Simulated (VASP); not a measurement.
Cost and result of VASP (PAW) for the bulk modulus of V (bcc). Static lattice, third-order Birch-Murnaghan fit over five volumes. The cost counts the five points of the equation of state, each on the mesh and cut-off of its row, so the ratios hold those differences too. With PBE it took about 40 core-seconds. Costs are core time on shared hosts, one run each; read them as rough ratios.

Measured: 161 GPa at 0 K (as given by H. Levämäki et al., Physical Review B (2014), arXiv:1402.3671; corrected for temperature and zero-point phonon effects).

| level | k-mesh | cut-off (eV) | bulk modulus (GPa) | error (%) | cost over PBE |
|---|---|---|---|---|---|
| PBE | 17×17×17 | 520 | 180 | +11.7 | reference |
| PBE-D3(BJ) | 17×17×17 | 520 | 195 | +21.2 | within a factor of 2 |
| RPBE | 17×17×17 | 520 | 171 | +6.4 | within a factor of 2 |
| AM05 | 17×17×17 | 520 | [?] | [?] | within a factor of 2 |
| PBE-D4 | 17×17×17 | 520 | 187 | +15.9 | within a factor of 2 |
| optB88-vdW | 17×17×17 | 520 | 185 | +14.7 | about 2 times |
| revTPSS | 17×17×17 | 520 | 196 | +21.8 | about 8 times |
| r2SCAN+rVV10 | 17×17×17 | 520 | [?] | [?] | [?] |

**Question.** Fill in the missing entries.

**Answer.** 
- AM05, bulk modulus (GPa): 192
- AM05, error (%): +19.1
- r2SCAN+rVV10, bulk modulus (GPa): 199
- r2SCAN+rVV10, error (%): +23.5
- r2SCAN+rVV10, cost over PBE: about 9 times

Left out are levels that failed, ran on another kind of processor or have no fit band path; at most nine are shown.

The compound is V in the bcc structure.
